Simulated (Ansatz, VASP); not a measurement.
**Ag (Ag(110)) in two plane-wave programs**

Aim: how closely do two programs agree when they are given the same cell, functional and k mesh?

Method: plane waves, with VASP 6.6.1 beside it; single point at PBEsol, single point at PBE and single point at PBEsol, spin-orbit coupling, in Ansatz 0.2.0.

## 1. The starting structure

The cell holds 7 atoms: 7 Ag. Cell: a = 4.090 Å, b = 2.892 Å, c = 16.676 Å, α = 90.0°, β = 90.0°, γ = 90.0°. Vacuum lies along c.

## 2. Ansatz: single point, PBEsol

Ansatz runs on its default PAW (the set named soft_2) files.

A single point gives forces, pressure and levels at one fixed geometry, so differences don't come from the geometry; what else differs is listed under the comparison.

The input, input.yaml:

```yaml
crystal:
  lattice:
    - [4.09, 0.0, 0.0]
    - [0.0, 2.8920667351, 0.0]
    - [0.0, 0.0, 16.6762002052]
  atoms:
    - { symbol: Ag, position: [0.0, 0.0, 0.2398627955] }
    - { symbol: Ag, position: [0.5, 0.5, 0.326575197] }
    - { symbol: Ag, position: [0.0, 0.0, 0.4132875985] }
    - { symbol: Ag, position: [0.5, 0.5, 0.5] }
    - { symbol: Ag, position: [0.0, 0.0, 0.5867124015] }
    - { symbol: Ag, position: [0.5, 0.5, 0.673424803] }
    - { symbol: Ag, position: [0.0, 0.0, 0.7601372045] }
hamiltonian:
  xc: pbesol
  pseudopotentials: { kind: paw }
kpoints:
  mp_grid: { grid: [6, 9, 1] }
scf:
  occupations: { method: methfessel_paxton, width: 0.1 }
  n_extra_bands: 5
efield:
  axis: 3
  dipole_correction: true
  ramp_width: 0.04
output:
  forces: true
  eigenvalues: true
  write_density: true
  write_potential: true
  elf: true
  volumetric_format: npy
```

Started as:

```bash
$ ansatz run input.yaml --threads 4 --pin off --max-ram 9216MiB --backend cpu --events-out ev --progress --plain --runs-dir out
```

Numbers of over 12 decimals in the logs are rounded to 6 here.

Log:

```text
scf.n_extra_bands = 5 over 67 filled bands (N_el = 133.0): the run solves 72 bands
Engine: ansatz 0.2.0, aarch64-unknown-linux-gnu
Pseudopotentials: kind: paw
Pseudopotential: Ag, paw, valence charge 19, recommended cutoff 420 eV (normal), Ag.paw.azcp
Functional definition: PBEsol
  exchange = pbesol_x
  correlation = pbesol_c
Crystal: 7 atoms, lattice volume = 197.255 Å³
Basis set: ecut = 420 eV, 3871 PW (Γ), exchange–correlation on 60×40×240 points (8 copies of the dense FFT grid, shifted against one another)
Bands: 72, of which v1, the nominal top of the filled ones, is band 67 counted from 1 (66 counted from 0)
Symmetry: 4 space group operations
k-points: 20 of 54
Non-local potential: Ag, projectors of the file, l = 0: 3, l = 1: 2, l = 2: 2, l = 3: 1
PAW form: soft (Blöchl's): semilocal exchange-correlation on the pseudo side does not see the compensation charge
PAW frozen core: Ag, regenerated for the run's functional, and the local potential with it (the file was generated under x = pbe(κ = 0.804, μ = 0.219515), c = pbe(β = 0.066725))
PAW one-centre angular grid: Ag, 590 points (default); XC on 64 Gauss nodes
Initial density: superposition of atomic densities (neutral atoms: chi_scale 0, normalization atom), corrected by the library's trained network
Initial wavefunctions: pseudopotential atomic-orbital guess
Functional: x = pbesol(κ = 0.804, μ = 0.123457), c = pbesol(β = 0.046)
SCF iter   1: F=—  HF=-52653.940093 eV  |F-HF|=—  |Δ(HF+E_count)|=         —  Δρ=7.42e-3  dr2=1.05e-1  ethr=1.77e-3  p=-0.000 e·Å  D=-1.08e-13 V/Å  ΔV_dip=0.00 eV  dr2_dipole=2.29e-10  V_vac-E_F(+/−)=4.22/4.22 eV  ⟨swp⟩=5.8  Hψ=5226  notcnv=0
efield: sawtooth ramp at fractional position 0.9800 (placed from the atoms, in the widest stretch of the axis that holds none; the zero of the levels goes with the place), width 0.0400; the density the first Hamiltonian is built on has a dipole p = -0.000 e·Å; the dipole correction subtracts the counter field D = -1.08e-13 V/Å, which shifts the + side's vacuum level by +0.00 eV against the − side's; the planar-averaged density in the ramp window peaks in size at 8.8e-4 e/Å³
preconditioner: auto → LDOS  [metal: Δε(μ)=0.023 eV  Ē_g=6.550 eV  σ=0.100 eV  W_gap=0.19  n_scr=48 (ndim 8)  ℏωp=23.2 eV  f_vac=0.346  D(μ)=3.23/eV (n_scr^D=18)  β→1.0]
SCF iter   2: F=—  HF=-52653.974237 eV  |F-HF|=—  |Δ(HF+E_count)|=   3.41e-2  S|Δr|=    0.00e0  Δρ=1.15e-2  dr2=2.17e-1  ethr=7.90e-5  p=0.000 e·Å  D=1.08e-6 V/Å  ΔV_dip=-0.00 eV  dr2_dipole=7.33e-13  V_vac-E_F(+/−)=4.21/4.21 eV  ⟨swp⟩=2.3  Hψ=3284  notcnv=0  defer=16
SCF iter   3: F=—  HF=-52653.911685 eV  |F-HF|=—  |Δ(HF+E_count)|=   6.26e-2  S|Δr|=    0.00e0  Δρ=9.38e-4  dr2=1.40e-3  ethr=7.90e-5  p=0.000 e·Å  D=2.05e-6 V/Å  ΔV_dip=-0.00 eV  dr2_dipole=1.27e-11  V_vac-E_F(+/−)=4.20/4.20 eV  ⟨swp⟩=2.0  Hψ=2847  notcnv=0  defer=16
SCF iter   4: F=—  HF=-52653.911259 eV  |F-HF|=—  |Δ(HF+E_count)|=   4.26e-4  S|Δr|=    0.00e0  Δρ=4.24e-4  dr2=3.19e-4  ethr=1.05e-6  p=0.000 e·Å  D=4.84e-7 V/Å  ΔV_dip=-0.00 eV  dr2_dipole=2.09e-11  V_vac-E_F(+/−)=4.19/4.20 eV  ⟨swp⟩=2.7  Hψ=3078  notcnv=0  defer=11
SCF iter   5: F=—  HF=-52653.911179 eV  |F-HF|=—  |Δ(HF+E_count)|=   8.07e-5  S|Δr|=    0.00e0  Δρ=5.19e-5  dr2=8.51e-6  ethr=2.40e-7  p=0.000 e·Å  D=3.66e-8 V/Å  ΔV_dip=-0.00 eV  dr2_dipole=1.19e-11  V_vac-E_F(+/−)=4.19/4.20 eV  ⟨swp⟩=2.0  Hψ=2181  notcnv=0  defer=11
SCF iter   6: F=—  HF=-52653.911191 eV  |F-HF|=—  |Δ(HF+E_count)|=   1.29e-5  S|Δr|=    0.00e0  Δρ=2.70e-5  dr2=3.27e-6  ethr=6.40e-9  p=-0.000 e·Å  D=-1.90e-7 V/Å  ΔV_dip=0.00 eV  dr2_dipole=3.50e-12  V_vac-E_F(+/−)=4.19/4.20 eV  ⟨swp⟩=2.0  Hψ=2201  notcnv=0  defer=11
SCF iter   7: F=—  HF=-52653.911191 eV  |F-HF|=—  |Δ(HF+E_count)|=   4.05e-7  S|Δr|=    0.00e0  Δρ=8.34e-6  dr2=2.84e-7  ethr=2.46e-9  p=-0.000 e·Å  D=-1.63e-7 V/Å  ΔV_dip=0.00 eV  dr2_dipole=4.55e-13  V_vac-E_F(+/−)=4.19/4.19 eV  ⟨swp⟩=2.1  Hψ=2067  notcnv=0  defer=11
SCF iter   8: F=-52653.911191 eV  HF=-52653.911191 eV  |F-HF|=3.14e-8  |Δ(HF+E_count)|=   1.03e-8  S|Δr|=    0.00e0  Δρ=2.50e-6  dr2=3.46e-8  ethr=7.52e-11  p=-0.000 e·Å  D=-1.74e-8 V/Å  ΔV_dip=0.00 eV  dr2_dipole=1.21e-13  V_vac-E_F(+/−)=4.19/4.19 eV  ⟨swp⟩=12.5  Hψ=10522  notcnv=0
WARN: efield: at this solve's end the planar-averaged density reaches 7.42e-4 e/Å³ inside the ramp window [0.9200, 0.0800] (bound 1e-5 e/Å³); the window's nearer edge stands 2.67 Å from this solve's nearest atom along the axis. Its work functions, free energy, forces, stress, dipole, levels and responses can be off, and this figure does not tell by how much. The cell may have no vacuum along `efield.axis`. A short vacuum, a low `basis.ecutwfc` or `basis.ecutrho_ratio` and negative occupations (`scf.occupations.method`) can put density there. See the manual's quickstart, § The vacuum guard
SCF 1 converged in 8 iterations: F = -52653.911191 eV  dr2 = 3.46e-8
  greatest PAW one-centre occupation: 1.001 electrons in one spin orbital (limit 2), on the Ag atom at site 3 (counted from 0), in its partial waves of l = 0
WARN: The output density's exchange-correlation potential varies sharply where the density is thin. Do not read a vacuum level from v_tot or v_xc, or from such a field of the output density. On a cell that repeats whose density bears no net charge and no dipole along the vacuum's axis use v_es (v_loc + v_h of the components); under efield.dipole_correction with no amplitude use v_es + v_field, which holds any externa [...]
SCF converged after 8 iterations
Stability not checked: this state was not tested for a lower state beside it, because cold or Methfessel-Paxton smearing, or corrected tetrahedra, fill the levels in a way that the test cannot read (fill_not_monotonic; see scf.lower_state_search)
Free energy (F): -52653.911191 eV
Harris-Foulkes:  -52653.911191 eV  (|F-HF|=3.14e-8)
Internal energy: -52653.908774 eV  (E = F + TS)
E sigma→0 (E₀):  -52653.910587 eV
Entropy (-TS):   -0.002417 eV (-0.345 meV/atom)
Fermi energy:    8.745880 eV
Dipole field:    D = -0.000000 V/Å  (p = -0.000001 e·Å, saw-weighted, corrected)
Work function:   Φ+ = 4.1902 eV (in doubt: plateau slope 1.1e-1 eV/Å)   Φ− = 4.1945 eV (in doubt: plateau slope 7.2e-2 eV/Å)
Levels:          The Fermi level and band energies are counted from a zero that moves with the ramp; work functions are not
Vacuum region:   at the solve's end the planar-averaged density reaches 7.42e-4 e/Å³ inside the ramp window [0.9200, 0.0800] (bound 1e-5 e/Å³)
--- Per-component energies (eV) ---
  E_band       = -2758.375440
  E_kinetic    = 3688.585671
  E_local      = -74847.595095  (includes V_loc(G=0)·N_el)
  E_nonlocal   = 580.375024
  E_hartree    = 36168.936029
  E_xc         = -1281.256503
  E_vxc        = -1634.386692  (∫ρ·V_xc dr)
  E_paw        = -26844.606601  (= ΣΔE_a)
  E_vpaw       = -2883.195305  (= ΣTr[D̂ρ^β])
  E_aug_tail   = 0.002135  (compensation charges beyond the density's cutoff)
  E_efield     = 0.000000  (sawtooth field / dipole correction)
  E_vefield    = 0.000000  (∫n·V_field dr)
  E_ewald      = 9879.391394
  E_core_change = 2.259173  (= ΣΔE_core)
  E_smearing   = -0.002417  (= −TS)
  E_closure    = -0.000000  (closes the sum)
  Σ components = -52653.911191   (vs F -52653.911191, Δ=0.00e0)
--- Forces (eV/Å), atoms counted from 1 ---
  atom   1  Ag     0.00000000     0.00000000     0.47961930
  atom   2  Ag    -0.00000000     0.00000000    -0.19877467
  atom   3  Ag    -0.00000000     0.00000000    -0.01841313
  atom   4  Ag    -0.00000000     0.00000000    -0.00000011
  atom   5  Ag     0.00000000     0.00000000     0.01841310
  atom   6  Ag     0.00000000     0.00000000     0.19877462
  atom   7  Ag    -0.00000000     0.00000000    -0.47961910
  max |Σ_I F_I| component: 2.44e-8 eV/Å
--- Band table (eV; the first three rows and the last of 20) ---
  k-point 0: bands = [... 63 lower, 5.9134, 6.0016, 6.0352, 7.4008, 9.1573, 10.9454, 11.2586, 12.4969, ... 1 higher]
  k-point 1: bands = [... 63 lower, 5.8956, 6.0212, 6.0509, 7.5774, 9.4023, 11.5206, 11.5252, 12.7290, ... 1 higher]
  k-point 2: bands = [... 63 lower, 5.9945, 6.0011, 6.2557, 8.1063, 10.0724, 12.2254, 12.9442, 13.3740, ... 1 higher]
  k-point 19: bands = [... 63 lower, 8.6672, 8.7403, 10.0115, 10.2658, 11.5354, 12.1148, 12.8161, 12.8725, ... 1 higher]
```

The job ended after 8.9 s (4 threads of Arm Neoverse V2, shared host; peak memory 0.68 GiB; 34 s of CPU time).

## 3. VASP: single point, PBEsol

The same cell, functional, mesh and smearing now go to VASP, with its own data sets and cutoff.

Lines of VASP's logs that name or quote its potential files are left out, and so is its time.

The input, INCAR:

```
SYSTEM = Ag
PREC = Normal
ENCUT = 350
EDIFF = 1E-06
NELM = 120
ISMEAR = 1
SIGMA = 0.1
LREAL = .FALSE.
ALGO = Normal
GGA = PS
NBANDS = 47
LORBIT = 11
LWAVE = .FALSE.
LCHARG = .FALSE.
KPAR = 4
IDIPOL = 3
LDIPOL = .TRUE.
DIPOL = 0.5 0.5 0.5
LVHAR = .TRUE.
LVACPOTAV = .TRUE.
```

The input, POSCAR:

```
Ag
1.0
    4.0900000000      0.0000000000      0.0000000000
    0.0000000000      2.8920667351      0.0000000000
    0.0000000000      0.0000000000     16.6762002052
Ag
7
Direct
    0.0000000000      0.0000000000      0.2398627955
    0.5000000000      0.5000000000      0.3265751970
    0.0000000000      0.0000000000      0.4132875985
    0.5000000000      0.5000000000      0.5000000000
    0.0000000000      0.0000000000      0.5867124015
    0.5000000000      0.5000000000      0.6734248030
    0.0000000000      0.0000000000      0.7601372045
```

The input, KPOINTS:

```
Automatic mesh
0
Gamma
6 9 1
0 0 0
```

PAW data sets: Ag (PBE family, release 64).

Started as:

```bash
$ mpirun -np 4 vasp_std
```

Log:

```text
[banner, memory and clock lines left out]
running    4 mpi-ranks, on    1 nodes
 distrk:  each k-point on    1 cores,    4 groups
 distr:  one band on    1 cores,    1 groups

 POSCAR found type information on POSCAR Ag
 POSCAR found :  1 types and       7 ions
|                                                                             |
|               ----> ADVICE to this user running VASP <----                  |
|                                                                             |
|     You enforced a specific xc type in the INCAR file but a different       |
|     [... a line on the potential file left out ...]
|     I HOPE YOU KNOW WHAT YOU ARE DOING!                                     |
|                                                                             |

 LDA part: xc-table for (Slater+PW92), standard interpolation
 POSCAR, INCAR and KPOINTS ok, starting setup
 FFT: planning ... GRIDC
 FFT: planning ... GRID_SOFT
 FFT: planning ... GRID
 WAVECAR not read
 entering main loop
       N       E                     dE             d eps       ncg     rms          rms(c)
DAV:   1     0.405669580846E+03    0.40567E+03   -0.30791E+04  1896   0.111E+03
DAV:   2    -0.118471116940E+02   -0.41752E+03   -0.39777E+03  2029   0.282E+02
DAV:   3    -0.233770697442E+02   -0.11530E+02   -0.11370E+02  2104   0.486E+01
DAV:   4    -0.235048103642E+02   -0.12774E+00   -0.12769E+00  2134   0.515E+00
DAV:   5    -0.235070986452E+02   -0.22883E-02   -0.22882E-02  2153   0.669E-01    0.128E+01
DAV:   6    -0.214631014807E+02    0.20440E+01   -0.74641E+00  1950   0.169E+01    0.788E+00
DAV:   7    -0.213917630162E+02    0.71338E-01   -0.17187E-01  2013   0.251E+00    0.423E+00
DAV:   8    -0.213700293161E+02    0.21734E-01   -0.42890E-02  1943   0.313E+00    0.586E-01
DAV:   9    -0.213670573024E+02    0.29720E-02   -0.95469E-03  2055   0.154E+00    0.160E-01
DAV:  10    -0.213671687791E+02   -0.11148E-03   -0.17028E-03  2032   0.390E-01    0.488E-02
DAV:  11    -0.213672761610E+02   -0.10738E-03   -0.22285E-04  1981   0.179E-01    0.392E-02
DAV:  12    -0.213675671944E+02   -0.29103E-03   -0.26627E-04  1894   0.967E-02    0.217E-02
DAV:  13    -0.213676347567E+02   -0.67562E-04   -0.73004E-05  1994   0.107E-01    0.180E-02
DAV:  14    -0.213676438838E+02   -0.91272E-05   -0.56719E-05  1909   0.660E-02    0.554E-03
DAV:  15    -0.213676495026E+02   -0.56187E-05   -0.73752E-06  1929   0.229E-02    0.388E-03
DAV:  16    -0.213676548243E+02   -0.53217E-05   -0.10499E-06  1323   0.554E-03    0.119E-03
DAV:  17    -0.213676561647E+02   -0.13404E-05   -0.23564E-07  1295   0.240E-03    0.733E-04
DAV:  18    -0.213676565359E+02   -0.37122E-06   -0.12752E-07  1242   0.195E-03
|                                                                             |
|           W    W    AA    RRRRR   N    N  II  N    N   GGGG   !!!           |
|           W    W   A  A   R    R  NN   N  II  NN   N  G    G  !!!           |
|           W    W  A    A  R    R  N N  N  II  N N  N  G       !!!           |
|           W WW W  AAAAAA  RRRRR   N  N N  II  N  N N  G  GGG   !            |
|           WW  WW  A    A  R   R   N   NN  II  N   NN  G    G                |
|           W    W  A    A  R    R  N    N  II  N    N   GGGG   !!!           |
|                                                                             |
|     Did not find any points to average over, which means that no vacuum     |
|     field-free region was found. Please increase the size of  your cell     |
|     in the dimension of the dipole correction to obtain accurate            |
|     workfunction values.                                                    |
|                                                                             |

   1 F= -.21367657E+02 E0= -.21366900E+02  d E =-.227044E-02
```

OUTCAR, selected parts (step 3):

```text
ion  position               nearest neighbor table
   1  0.000  0.000  0.240-   2 2.89   2 2.89   2 2.89   2 2.89   3 2.89
   2  0.500  0.500  0.327-   1 2.89   1 2.89   1 2.89   1 2.89   3 2.89   3 2.89   3 2.89   3 2.89
                             4 2.89
   3  0.000  0.000  0.413-   2 2.89   4 2.89   2 2.89   4 2.89   2 2.89   4 2.89   2 2.89   4 2.89
                             1 2.89   5 2.89
   4  0.500  0.500  0.500-   3 2.89   5 2.89   3 2.89   5 2.89   3 2.89   5 2.89   3 2.89   5 2.89
                             2 2.89   6 2.89
   5  0.000  0.000  0.587-   4 2.89   6 2.89   4 2.89   6 2.89   4 2.89   6 2.89   4 2.89   6 2.89
                             7 2.89   3 2.89
   6  0.500  0.500  0.673-   7 2.89   7 2.89   7 2.89   7 2.89   5 2.89   5 2.89   5 2.89   5 2.89
                             4 2.89
   7  0.000  0.000  0.760-   6 2.89   6 2.89   6 2.89   6 2.89   5 2.89

  LATTYP: Found a simple orthorhombic cell.
 ALAT       =     2.8920667351
 B/A-ratio  =     1.4142135624
 C/A-ratio  =     5.7661878970

 Subroutine GETGRP returns: Found  8 space group operations
 (whereof  8 operations were pure point group operations)

The static configuration has the point symmetry D_2h.

 Found     20 irreducible k-points:

   k-points           NKPTS =     20   k-points in BZ     NKDIM =     20   number of bands    NBANDS=     47

   dimension x,y,z NGX =    20 NGY =   14 NGZ =   80
   dimension x,y,z NGXF=    40 NGYF=   28 NGZF=  160

   ENCUT  =  350.0 eV  25.72 Ry    5.07 a.u.   6.24  4.41 25.44*2*pi/ulx,y,z

   NELECT =      77.0000    total number of electrons

 k-points in reciprocal lattice and weights: Automatic mesh
   0.00000000  0.00000000  0.00000000       0.019
   0.16666667  0.00000000  0.00000000       0.037
   0.33333333  0.00000000  0.00000000       0.037
   0.50000000  0.00000000  0.00000000       0.019
   0.00000000  0.11111111  0.00000000       0.037
   0.16666667  0.11111111  0.00000000       0.074
   0.33333333  0.11111111  0.00000000       0.074
   0.50000000  0.11111111  0.00000000       0.037
   0.00000000  0.22222222  0.00000000       0.037
[...]
0.33333333  0.44444444  0.00000000       0.074
   0.50000000  0.44444444  0.00000000       0.037

 dipolmoment           0.000000      0.000000     -0.000000 electrons x Angstroem

 average (electrostatic) potential at core
       1 -75.2469       2 -75.5835       3 -75.6078       4 -75.6674       5 -75.6078
       6 -75.5835       7 -75.2469

 E-fermi :   3.3376

 k-point     1 :       0.0000    0.0000    0.0000
  band No.  band energies     occupation
    ...
     35       0.3929      2.00000
     36       0.4852      2.00000
     37       0.5792      2.00000
     38       0.6048      2.00000
     39       1.9849      2.00000
     40       3.7426     -0.00000
     41       5.5447      0.00000
     42       5.8476      0.00000
     43       7.0725      0.00000
     44       7.1786      0.00000
    ...

 k-point     2 :       0.1667    0.0000    0.0000
  band No.  band energies     occupation
    ...
     35       0.3554      2.00000
     36       0.5050      2.00000
     37       0.5094      2.00000
     38       0.5496      2.00000
     39       2.1027      2.00000
     40       3.8634     -0.00000
     41       4.0522     -0.00000
     42       5.3961      0.00000
     43       5.9624      0.00000
     44       6.9076      0.00000
    ...

 k-point     3 :       0.3333    0.0000    0.0000
  band No.  band energies     occupation
    ...
     37       0.4731      2.00000
     38       0.6452      2.00000
     39       1.7747      2.00000
     40       2.4597      2.00000
     41       3.1200      2.00870
     42       4.1761     -0.00000
     43       4.7014     -0.00000
     44       5.5102      0.00000
     45       8.0669      0.00000
     46       8.1514      0.00000
    ...

  Total       -4.3878855     -5.2021193     -3.6631996     -0.0000000      0.0000000      0.0000000
  in kB      -35.6399554    -42.2534499    -29.7538008     -0.0000000      0.0000000      0.0000000
  external PRESSURE =     -35.8824020 kB  Pullay stress =       0.0000000 kB

  energy-cutoff  :      350.00
  volume of cell :      197.26
      direct lattice vectors                 reciprocal lattice vectors
     4.090000000  0.000000000  0.000000000     0.244498778  0.000000000  0.000000000
     0.000000000  2.892066735  0.000000000     0.000000000  0.345773487  0.000000000
     0.000000000  0.000000000 16.676200205     0.000000000  0.000000000  0.059965699

 POSITION                                       TOTAL-FORCE (eV/Angst)
 -----------------------------------------------------------------------------------
      0.00000      0.00000      4.00000         0.000000      0.000000      0.483142
      2.04500      1.44603      5.44603        -0.000000     -0.000000     -0.197679
      0.00000      0.00000      6.89207         0.000000     -0.000000     -0.015549
      2.04500      1.44603      8.33810         0.000000     -0.000000     -0.000000
      0.00000      0.00000      9.78413         0.000000     -0.000000      0.015549
      2.04500      1.44603     11.23017        -0.000000     -0.000000      0.197679
      0.00000      0.00000     12.67620        -0.000000     -0.000000     -0.483142
 -----------------------------------------------------------------------------------
    total drift:                               -0.000000      0.000000     -0.000000

  FREE ENERGIE OF THE ION-ELECTRON SYSTEM (eV)
  ---------------------------------------------------
  free  energy   TOTEN  =       -21.3676565359 eV

  energy  without entropy=      -21.3653860922  energy(sigma->0) =      -21.36689972

 vacuum level on the upper side and lower side of the slab         7.499         7.499

 total charge
# of ion       s       p       d       tot
------------------------------------------
    1        0.417   0.167   9.195   9.780
    2        0.409   0.277   9.146   9.833
    3        0.415   0.295   9.148   9.858
    4        0.411   0.303   9.140   9.854
    5        0.415   0.295   9.148   9.858
    6        0.409   0.277   9.146   9.833
    7        0.417   0.167   9.195   9.780
--------------------------------------------------
tot          2.894   1.783  64.120  68.797

[... 3 further parts left out ...]
```

[end of part 1 of 2]

[Lines on the potential files, build, host, timing and source positions are cut from VASP's logs without a mark.]

[Logs are printed without paths, hosts, clocks, repeated set-up lines and the standing remarks that a program may print on its own settings, such as how far it seeks lower states.]

[Hosts, paths, dates, database ids (printed as entryN), source tags and the programs' standing remarks are cut or masked in the printed files.]
